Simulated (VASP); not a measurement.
Input:

```
SnGe
1.0
    4.31444     0.00000     0.00000
   -2.15722     3.73641     0.00000
    0.00000     0.00000     7.07513
Ge Sn
2 2
Direct
  0.33333   0.66667   0.99978
  0.66667   0.33333   0.49978
  0.33333   0.66667   0.37522
  0.66667   0.33333   0.87522
```

All values below come from PBEsol GGA, VASP's PBE PAW potentials (set 64) (plane waves; VASP). Run with 500 eV cut-off, 8×8×5 Γ-centred mesh, first-order Methfessel-Paxton smearing of 0.10 eV, potentials Ge_d Sn_d.

Unless said otherwise, spin-orbit coupling is left out, though it shifts the bands of the heavy elements here.

Problem. Predict the energy per atom (σ→0), band gap (on the k-mesh) with the smallest direct gap where there is one.

Solution. 
```
Item                                                        Result
------------------------  ----------------------------------------
band gap (on the k-mesh)  none (metal, semimetal or under 0.01 eV)
energy per atom (σ→0)                               -4.538 eV/atom
```

The absolute energy has meaning only against runs of the same code, potentials and settings.

The structure was generated: GeSn was put into the wurtzite type (P6_3mc), which need not be its known phase. It was relaxed first, which changed the volume by +7 %.
